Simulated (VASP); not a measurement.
# Ba2TeS: structure and properties in VASP, part 2 of 3

Wanted: the relaxed cell of Ba2TeS and its properties. The cell is invented: it takes the structure of COD entry 1010423, BaTe (space group 225 there), with some of its atoms replaced by other elements, volume scaled by an estimate. It may not be a known or stable phase. The atoms of the start are displaced at random from the sites of a P4/mmm cell.

VASP 6.6.1; r2SCAN with D4; plane waves and PAW (Ba_sv, Te, S); invented cell.

So far, gap on the k-mesh (eV): step 2 (rough relaxation of the start cell) 2.06.

## Step 3: Relaxing cell and atoms (r2SCAN + D4)

Properties are meant for the cell that this level of theory prefers, so cell and atoms are relaxed first (ISIF = 3) until forces and stress are small; EDIFFG sets the threshold.

Contents of INCAR:

```
SYSTEM = Ba2TeS
PREC = Accurate
ENCUT = 400
EDIFF = 1E-06
NELM = 100
ISMEAR = 0
SIGMA = 0.05
LREAL = .FALSE.
ALGO = Normal
METAGGA = R2SCAN
IVDW = 13
VDW_S6 = 1
VDW_S8 = 0.6018749
VDW_A1 = 0.51559235
VDW_A2 = 5.77342911
LASPH = .TRUE.
NBANDS = 22
LORBIT = 11
LWAVE = .FALSE.
LCHARG = .FALSE.
KPAR = 2
IBRION = 2
NSW = 60
ISIF = 3
EDIFFG = -0.01
```

Contents of POSCAR:

```
Ba2TeS
1.0
    4.7971031400      0.0000000000      0.0000000000
    0.0000000000      4.7971311100      0.0000000000
   -0.0000271500      0.0000000000      6.7945616700
Ba Te S
2 1 1
Direct
    0.4990497630      0.5000000000      0.4981689180
    0.0001492820      0.0000000000      0.9995965240
    0.5006580590      0.5000000000      0.9975360790
    0.9974638960      0.0000000000      0.5005104800
```

Contents of KPOINTS:

```
Automatic mesh
0
Gamma
6 6 4
0 0 0
```

PAW data sets: Ba_sv, Te and S (PBE family, release 64).

The cell reached was symmetrised within 0.01 Å before this step, which raises the operations from 1 to 2, which the run then keeps.

Command:

```sh
mpirun -np 2 vasp_std
```

What it wrote:

```text
[banner, memory and clock lines left out]
running    2 mpi-ranks, on    1 nodes
 distrk:  each k-point on    1 cores,    2 groups
 distr:  one band on    1 cores,    1 groups

 POSCAR found type information on POSCAR BaTeS
 POSCAR found :  3 types and       4 ions
 [... a notice as in an earlier step ...]

 LDA part: xc-table for (None), standard interpolation
 POSCAR, INCAR and KPOINTS ok, starting setup
 FFT: planning ... GRIDC
 FFT: planning ... GRID_SOFT
 FFT: planning ... GRID
 WAVECAR not read
 entering main loop
       N       E                     dE             d eps       ncg     rms          rms(c)
DAV:   1     0.111171455904E+03    0.11117E+03   -0.11700E+04  2464   0.103E+03
DAV:   2    -0.875631454938E+02   -0.19873E+03   -0.18819E+03  3406   0.208E+02
DAV:   3    -0.102007038002E+03   -0.14444E+02   -0.14343E+02  3406   0.617E+01
DAV:   4    -0.102510648237E+03   -0.50361E+00   -0.50306E+00  3862   0.104E+01
DAV:   5    -0.102516257161E+03   -0.56089E-02   -0.56075E-02  3122   0.114E+00    0.621E+00
DAV:   6    -0.948430734437E+02    0.76732E+01   -0.31190E+00  3306   0.980E+00    0.465E+00
DAV:   7    -0.948450542712E+02   -0.19808E-02   -0.96634E-01  3260   0.441E+00    0.298E+00
DAV:   8    -0.948604766047E+02   -0.15422E-01   -0.65685E-02  3050   0.137E+00    0.180E+00
DAV:   9    -0.948707282664E+02   -0.10252E-01   -0.19536E-02  2998   0.964E-01    0.365E-01
DAV:  10    -0.948706080498E+02    0.12022E-03   -0.82772E-04  3108   0.153E-01    0.186E-01
DAV:  11    -0.948710896773E+02   -0.48163E-03   -0.11829E-03  3090   0.214E-01    0.752E-02
DAV:  12    -0.948710669608E+02    0.22716E-04   -0.11226E-04  3028   0.562E-02    0.629E-02
DAV:  13    -0.948710659561E+02    0.10046E-05   -0.14762E-05  2666   0.158E-02    0.324E-02
DAV:  14    -0.948710754560E+02   -0.94999E-05   -0.21802E-05  2926   0.303E-02    0.668E-03
DAV:  15    -0.948710761732E+02   -0.71722E-06   -0.15033E-06  2572   0.537E-03
   1 F= -.95208160E+02 E0= -.95208160E+02  d E =-.952082E+02
 curvature:   0.00 expect dE= 0.000E+00 dE for cont linesearch  0.000E+00
 trial: gam= 0.00000 g(F)=  0.115E-03 g(S)=  0.170E-03 ort = 0.000E+00 (trialstep = 0.100E+01)
 search vector abs. value=  0.285E-03
 bond charge predicted
       N       E                     dE             d eps       ncg     rms          rms(c)
DAV:   1    -0.948710164746E+02    0.58981E-04   -0.27719E-02  2692   0.975E-01    0.153E-01
DAV:   2    -0.948705998339E+02    0.41664E-03   -0.14703E-03  3136   0.223E-01    0.676E-02
DAV:   3    -0.948704529373E+02    0.14690E-03   -0.34783E-04  3000   0.110E-01    0.285E-02
DAV:   4    -0.948704550759E+02   -0.21386E-05   -0.35398E-05  4006   0.293E-02    0.217E-02
DAV:   5    -0.948704616872E+02   -0.66113E-05   -0.66956E-06  3504   0.143E-02    0.840E-03
DAV:   6    -0.948704652253E+02   -0.35381E-05   -0.99233E-07  2142   0.571E-03    0.217E-03
DAV:   7    -0.948704656521E+02   -0.42689E-06   -0.31513E-07  1862   0.287E-03
   2 F= -.95208342E+02 E0= -.95208342E+02  d E =-.181617E-03
[...]
3 F= -.95208352E+02 E0= -.95208352E+02  d E =-.191875E-03
[...]
4 F= -.95208470E+02 E0= -.95208470E+02  d E =-.118289E-03
 ZBRENT: can't locate minimum, use default step
 trial-energy change:   -0.000118  1 .order   -0.000117   -0.000134   -0.000100
 step:   4.2102(harm=  4.2255)  dis= 0.00723  next Energy=   -95.208621 (dE=-0.269E-03)
 bond charge predicted
       N       E                     dE             d eps       ncg     rms          rms(c)
DAV:   1    -0.948709103193E+02   -0.39489E-03   -0.79027E-02  2530   0.138E+00    0.142E-01
DAV:   2    -0.948711112082E+02   -0.20089E-03   -0.32970E-03  3070   0.321E-01    0.683E-02
DAV:   3    -0.948710785250E+02    0.32683E-04   -0.81366E-05  3358   0.517E-02    0.412E-02
DAV:   4    -0.948710567597E+02    0.21765E-04   -0.73691E-05  3506   0.486E-02    0.168E-02
DAV:   5    -0.948710559545E+02    0.80519E-06   -0.71186E-06  2980   0.129E-02
   5 F= -.95208624E+02 E0= -.95208624E+02  d E =-.271824E-03
 curvature:  -2.94 expect dE=-0.114E-03 dE for cont linesearch -0.669E-08
 trial: gam= 0.33761 g(F)=  0.868E-05 g(S)=  0.301E-04 ort = 0.634E-06 (trialstep = 0.168E+01)
 search vector abs. value=  0.594E-04
 reached required accuracy - stopping structural energy minimisation
```

The job ended after 5.8 min (2 MPI ranks of AMD EPYC 9R45, shared host; peak memory 0.59 GiB).

From OUTCAR (step 3):

```text
  LATTYP: Found a simple tetragonal cell.
 ALAT       =     4.7971031400
 C/A-ratio  =     1.4163884894

 Subroutine GETGRP returns: Found  2 space group operations
 (whereof  2 operations were pure point group operations)

The static configuration has the point symmetry C_1h.

 Found     56 irreducible k-points:

   k-points           NKPTS =     56   k-points in BZ     NKDIM =     56   number of bands    NBANDS=     22

   dimension x,y,z NGX =    32 NGY =   32 NGZ =   48
   dimension x,y,z NGXF=    64 NGYF=   64 NGZF=   96

   ENCUT  =  400.0 eV  29.40 Ry    5.42 a.u.   7.82  7.82 11.08*2*pi/ulx,y,z

   NELECT =      32.0000    total number of electrons

 E-fermi :   1.7728

 k-point     1 :       0.0000    0.0000    0.0000
  band No.  band energies     occupation
    ...
     12       1.2424      2.00000
     13       1.2425      2.00000
     14       1.5176      2.00000
     15       1.5504      2.00000
     16       1.5505      2.00000
     17       3.6153      0.00000
     18       5.1268      0.00000
     19       5.2611      0.00000
     20       5.2614      0.00000
     21       5.3595      0.00000
    ...

 k-point     2 :       0.1667    0.0000    0.0000
  band No.  band energies     occupation
    ...
     12       0.7933      2.00000
     13       1.0137      2.00000
     14       1.0466      2.00000
     15       1.2372      2.00000
     16       1.4167      2.00000
     17       4.1744      0.00000
     18       5.2414      0.00000
     19       5.4116      0.00000
     20       5.5660      0.00000
     21       5.8056      0.00000
    ...

  DFT-D4 for vdW energy calculation

  Edisp (eV):   -0.33757

  Total      -0.02922    -0.02979     0.02750     0.00000     0.00000    -0.00019
  in kB      -0.29980    -0.30571     0.28218     0.00000     0.00000    -0.00199
  external pressure =       -0.11 kB  Pullay stress =        0.00 kB

  energy-cutoff  :      400.00
  volume of cell :      156.14
      direct lattice vectors                 reciprocal lattice vectors
     4.797447254  0.000000000  0.000042392     0.208444189  0.000000000 -0.000001010
     0.000000000  4.797587762  0.000000000     0.000000000  0.208438084  0.000000000
     0.000032880  0.000000000  6.783905188    -0.000001303  0.000000000  0.147407721

 POSITION                                       TOTAL-FORCE (eV/Angst)
 -----------------------------------------------------------------------------------
      2.39391      2.39879      3.38348         0.000272      0.000000      0.005169
      0.00049      0.00000      6.77735        -0.008852      0.000000      0.001318
      2.39834      2.39879      6.77628         0.001822      0.000000     -0.001996
      4.78939      0.00000      3.38628         0.006758      0.000000     -0.004491
 -----------------------------------------------------------------------------------
    total drift:                                0.001195     -0.000000     -0.001741

  FREE ENERGIE OF THE ION-ELECTRON SYSTEM (eV)
  ---------------------------------------------------
  free  energy   TOTEN  =       -95.2086240052 eV

  energy  without entropy=      -95.2086240052  energy(sigma->0) =      -95.20862401

 total charge
# of ion       s       p       d       tot
------------------------------------------
    1        2.015   5.627   0.219   7.861
    2        2.020   5.629   0.257   7.906
    3        1.348   2.230   0.004   3.583
    4        1.308   2.396   0.000   3.704
--------------------------------------------------
tot          6.690  15.883   0.480  23.053

[... 1 part as in an earlier step ...]

[... 7 further parts left out ...]
```

CONTCAR:

```
Ba2TeS
   1.00000000000000
     4.7974472544110522    0.0000000000000000    0.0000423918150484
     0.0000000000000000    4.7975877621962715    0.0000000000000000
     0.0000328797162938    0.0000000000000000    6.7839051876405216
  Ba              Te              S
     2     1     1
Direct
     0.4989927380969699    0.5000000000000000    0.4987485542696666
     0.0000961200877395    0.0000000000000000    0.9990333312888908
     0.4999141803332286    0.5000000000000000    0.9988729896752860
     0.9983179614820687    0.0000000000000000    0.4991571257661538
```

The run keeps the 2 symmetry operations of its start, so it cannot find a distortion of lower symmetry.

Relaxation path:

| step | energy less that of the first step (eV) | largest force (eV/Å) | pressure (GPa) | volume (Å³) |
| --- | --- | --- | --- | --- |
| 1 | 0.0000 | 0.0326 | -0.07 | 156.36 |
| 2 | -0.0002 | 0.0283 | 0.01 | 156.00 |
| 3 | -0.0002 | 0.0271 | 0.04 | 155.90 |
| 4 | -0.0003 | 0.0221 | 0.03 | 155.96 |
| 5 | -0.0005 | 0.0089 | -0.01 | 156.14 |

| cell as run | before | after | change |
| --- | --- | --- | --- |
| a (Å) | 4.797 | 4.797 | +0.0 % |
| b (Å) | 4.797 | 4.798 | +0.0 % |
| c (Å) | 6.795 | 6.784 | -0.2 % |
| volume (Å³/atom) | 39.09 | 39.03 | -0.1 % |

The atoms that moved most (Å, as changes of fractional coordinates times the final cell):

| atom | dx | dy | dz | length |
| --- | --- | --- | --- | --- |
| S4 | 0.004 | 0.000 | -0.009 | 0.010 |
| Te3 | -0.004 | 0.000 | 0.009 | 0.010 |

The relaxed structure:

```
Ba Te S
1.0
     4.79745    0.00000    0.00004
     0.00000    4.79759    0.00000
     0.00003    0.00000    6.78391
Ba Te S
2 1 1
Direct
  0.49899 0.50000 0.49875
  0.00010 0.00000 0.99903
  0.49991 0.50000 0.99887
  0.99832 0.00000 0.49916
```

This step gave:

```
irreducible k-points            : 56
symmetry operations             : 2
free energy (TOTEN)             : -95.2086 eV
Fermi energy                    : 1.773 eV
pressure                        : -0.01078 GPa
SCF cycles over all ionic steps : 38
gap on the k-mesh               : 2.065 eV
least direct gap on the k-mesh  : 2.065 eV
```

It ends with a largest force of 0.009 eV/Å and a pressure of -0.01 GPa.

## Step 4: Single point with fields (r2SCAN + D4)

The relaxed cell gets a fresh self-consistent run, on a basis set for its own volume, to fix the density and to check the remaining stress.

Edit INCAR of step 3 so:

```diff
@@ -19,7 +19,5 @@
 LWAVE = .FALSE.
-LCHARG = .FALSE.
-KPAR = 2
-IBRION = 2
-NSW = 60
-ISIF = 3
-EDIFFG = -0.01
+LCHARG = .TRUE.
+ISIF = 2
+LELF = .TRUE.
+LVHAR = .TRUE.
```

Contents of POSCAR:

```
Ba2TeS
1.0
    4.7975877600      0.0000000000      0.0000000000
    0.0000000000      6.7839051900      0.0000000000
    0.0000000000      0.0000000000      4.7974472500
Ba Te S
2 1 1
Direct
    0.5000000000      0.0000000000      0.4989927380
    0.0000000000      0.5000000000      0.0000961200
    0.5000000000      0.5000000000      0.4999141800
    0.0000000000      0.0000000000      0.9983179620
```

Contents of KPOINTS:

```
Automatic mesh
0
Gamma
6 4 6
0 0 0
```

The cell reached was symmetrised within 0.01 Å before this step, which raises the operations from 2 to 4, which the run then keeps.

Command:

```sh
mpirun -np 2 vasp_std
```

What it wrote:

```text
[banner, memory and clock lines left out]
running    2 mpi-ranks, on    1 nodes
 distrk:  each k-point on    2 cores,    1 groups
 distr:  one band on    1 cores,    2 groups

 POSCAR found type information on POSCAR BaTeS
 POSCAR found :  3 types and       4 ions
 [... a notice as in an earlier step ...]

 LDA part: xc-table for (None), standard interpolation
 POSCAR, INCAR and KPOINTS ok, starting setup
 FFT: planning ... GRIDC
 FFT: planning ... GRID_SOFT
 FFT: planning ... GRID
 WAVECAR not read
 entering main loop
       N       E                     dE             d eps       ncg     rms          rms(c)
DAV:   1     0.110969698789E+03    0.11097E+03   -0.11457E+04  2112   0.101E+03
DAV:   2    -0.875370879130E+02   -0.19851E+03   -0.18926E+03  2978   0.213E+02
DAV:   3    -0.101931909185E+03   -0.14395E+02   -0.14297E+02  2884   0.625E+01
DAV:   4    -0.102508409065E+03   -0.57650E+00   -0.57586E+00  3324   0.110E+01
DAV:   5    -0.102515824478E+03   -0.74154E-02   -0.74147E-02  2622   0.127E+00    0.622E+00
DAV:   6    -0.948433768423E+02    0.76724E+01   -0.31114E+00  2828   0.979E+00    0.465E+00
DAV:   7    -0.948452166622E+02   -0.18398E-02   -0.96568E-01  2774   0.441E+00    0.298E+00
DAV:   8    -0.948604813799E+02   -0.15265E-01   -0.66108E-02  2584   0.138E+00    0.180E+00
DAV:   9    -0.948706752776E+02   -0.10194E-01   -0.19445E-02  2526   0.961E-01    0.364E-01
DAV:  10    -0.948705573278E+02    0.11795E-03   -0.81988E-04  2672   0.152E-01    0.187E-01
DAV:  11    -0.948710342754E+02   -0.47695E-03   -0.11734E-03  2598   0.213E-01    0.749E-02
DAV:  12    -0.948710117329E+02    0.22542E-04   -0.11105E-04  2628   0.558E-02    0.624E-02
DAV:  13    -0.948710106432E+02    0.10896E-05   -0.15142E-05  2246   0.160E-02    0.316E-02
DAV:  14    -0.948710203621E+02   -0.97189E-05   -0.21497E-05  2508   0.302E-02    0.664E-03
DAV:  15    -0.948710210589E+02   -0.69676E-06   -0.13231E-06  2120   0.520E-03
   1 F= -.95208589E+02 E0= -.95208589E+02  d E =-.242143E-12
```

It took 99 s on 2 MPI ranks; peak memory 0.41 GiB.

From OUTCAR (step 4):

```text
  LATTYP: Found a simple orthorhombic cell.
 ALAT       =     4.7974472500
 B/A-ratio  =     1.0000292885
 C/A-ratio  =     1.4140656137

 Subroutine GETGRP returns: Found  4 space group operations
 (whereof  4 operations were pure point group operations)

The static configuration has the point symmetry C_2v.

 Found     48 irreducible k-points:

   k-points           NKPTS =     48   k-points in BZ     NKDIM =     48   number of bands    NBANDS=     22

   dimension x,y,z NGX =    32 NGY =   48 NGZ =   32
   dimension x,y,z NGXF=    64 NGYF=   96 NGZF=   64

   ENCUT  =  400.0 eV  29.40 Ry    5.42 a.u.   7.82 11.06  7.82*2*pi/ulx,y,z

   NELECT =      32.0000    total number of electrons

 E-fermi :   1.7809

 k-point     1 :       0.0000    0.0000    0.0000
  band No.  band energies     occupation
    ...
     12       1.2425      2.00000
     13       1.2426      2.00000
     14       1.5178      2.00000
     15       1.5506      2.00000
     16       1.5507      2.00000
     17       3.6152      0.00000
     18       5.1270      0.00000
     19       5.2611      0.00000
     20       5.2614      0.00000
     21       5.3593      0.00000
    ...

 k-point     2 :       0.1667    0.0000    0.0000
  band No.  band energies     occupation
    ...
     12       0.7934      2.00000
     13       1.0137      2.00000
     14       1.0469      2.00000
     15       1.2374      2.00000
     16       1.4169      2.00000
     17       4.1742      0.00000
     18       5.2413      0.00000
     19       5.4119      0.00000
     20       5.5661      0.00000
     21       5.8054      0.00000
    ...

  DFT-D4 for vdW energy calculation

  Edisp (eV):   -0.33757

  Total      -0.03694     0.03026    -0.03632     0.00000     0.00000     0.00000
  in kB      -0.37900     0.31051    -0.37269     0.00000     0.00000     0.00000
  external pressure =       -0.15 kB  Pullay stress =        0.00 kB

  energy-cutoff  :      400.00
  volume of cell :      156.14
      direct lattice vectors                 reciprocal lattice vectors
     4.797587760  0.000000000  0.000000000     0.208438084  0.000000000  0.000000000
     0.000000000  6.783905190  0.000000000     0.000000000  0.147407720  0.000000000
     0.000000000  0.000000000  4.797447250     0.000000000  0.000000000  0.208444189

 POSITION                                       TOTAL-FORCE (eV/Angst)
 -----------------------------------------------------------------------------------
      2.39879      0.00000      2.39389         0.000000      0.000000      0.001122
      0.00000      3.39195      0.00046         0.000000      0.000000     -0.009464
      2.39879      3.39195      2.39831         0.000000      0.000000      0.001494
      0.00000      0.00000      4.78938         0.000000      0.000000      0.006848
 -----------------------------------------------------------------------------------
    total drift:                                0.000000      0.000000      0.000515

  FREE ENERGIE OF THE ION-ELECTRON SYSTEM (eV)
  ---------------------------------------------------
  free  energy   TOTEN  =       -95.2085891207 eV

  energy  without entropy=      -95.2085891207  energy(sigma->0) =      -95.20858912

[... 1 part as in an earlier step ...]

[... 7 further parts left out ...]
```

Numbers from this step:

| Quantity | Value |
| --- | --- |
| SCF cycles | 15 |
| irreducible k-points | 48 |
| symmetry operations | 4 |
| Fermi energy | 1.781 eV |
| pressure | -0.01471 GPa |

Valence electrons inside each PAW sphere by angular momentum. Sphere charges, by row:

| atom | s (e) | p (e) | d (e) | tot (e) |
| --- | --- | --- | --- | --- |
| Ba1 | 2.015 | 5.627 | 0.219 | 7.861 |
| Ba2 | 2.02 | 5.629 | 0.257 | 7.906 |
| Te3 | 1.348 | 2.23 | 0.004 | 3.583 |
| S4 | 1.308 | 2.396 | 0 | 3.704 |

Valence density in the ac plane at fractional y = 0.000, with atoms of Ba and S within 0.2 Å of it. It is the smooth field of the valence electrons, not physical close to the nuclei.

Ten even steps from '_' (0.0 e/Å³) to '@' (1.3 e/Å³), each cell a mean:
```
==##**::____________..==##**
##**==..____________..::++##
----..______....______..::--
....____..--==++==::______..
________--##@@@@@@++::______
______..++@@##++@@%%--______
______..**@@++::%%@@==______
______..==@@@@%%@@##::______
________::++##%%**--..______
::....____..::::::..____..::
++==::..______________..--++
####++::____________..--**##
__****::____________..==##==
```
Columns run along a (4.8 Å), rows up along c (4.8 Å). Atoms in or near the plane, at fractional coordinates: Ba at (0.50, 0.50), S at (0.00, 0.00).

Electrostatic potential energy in the ac plane at fractional y = 0.000, with atoms of Ba and S within 0.2 Å of it. With pseudopotentials it is smooth inside the atoms' cores, unlike the true potential.

Ten even steps from '0' (-75 eV) to '9' (5 eV), each cell a mean:
```
01799999999940
46999999999985
99999998999999
99999888889999
99998776788999
99988765678999
99987655678999
99998766678999
99998877789999
99999888899999
78999999999997
13899999999962
00699999999830
```
Columns run along a (4.8 Å; values clipped at the 3rd and 97th percentile), rows up along c (4.8 Å). Atoms in or near the plane, at fractional coordinates: Ba at (0.50, 0.50), S at (0.00, 0.00).

ELF in the ac plane at fractional y = 0.000, with atoms of Ba and S within 0.2 Å of it. It is the smooth field of the valence electrons, not physical close to the nuclei.

Ten even steps from '0' (0.02) to '9' (0.88), each cell a mean:
```
58997300148997
99983000016999
99841144311689
87313799851157
42027999995113
00059976898200
00069964899300
20039998997101
64115999983025
98621477621378
99962011003799
79985100037998
37997300158995
```
Columns run along a (4.8 Å), rows up along c (4.8 Å). Atoms in or near the plane, at fractional coordinates: Ba at (0.50, 0.50), S at (0.00, 0.00).

The pressure is -0.01 GPa and the largest force 0.009 eV/Å.

(Continued in part 3 of 3.)

[Lines on the potential files, build, host, timing and source positions are cut from VASP's logs without a mark.]

[Logs are printed without paths, hosts, clocks, repeated set-up lines and the standing remarks that a program may print on its own settings, such as how far it seeks lower states.]

[Hosts, paths, dates, database ids (printed as entryN), source tags and the programs' standing remarks are cut or masked in the printed files.]

[A measured line is paired with the nearest computed mode of its activity, which favours agreement.]
